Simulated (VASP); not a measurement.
```xyz
2
Lattice="0.0000 2.5501 2.5501 2.5501 0.0000 2.5501 2.5501 2.5501 0.0000" Properties=species:S:1:pos:R:3 pbc="T T T"
Sr     0.0000     0.0000     0.0000
O      2.5501     2.5501     2.5501
```

Level of theory: r2SCAN+rVV10, VASP's PBE PAW potentials (set 64) (plane waves; VASP). Run with 520 eV cut-off, 9×9×9 Γ-centred mesh, Gaussian smearing of 0.050 eV, potentials Sr_sv O.

Give the stress tensor in GPa (positive for a compressed cell).

```
3.13  0.00  0.00
0.00  3.13  0.00
0.00  0.00  3.13
```
The pressure is its mean diagonal, 3.13 GPa.

The compound is SrO in the rock salt structure. This cell is one point of a volume scan, at 0.97 of the reference volume.
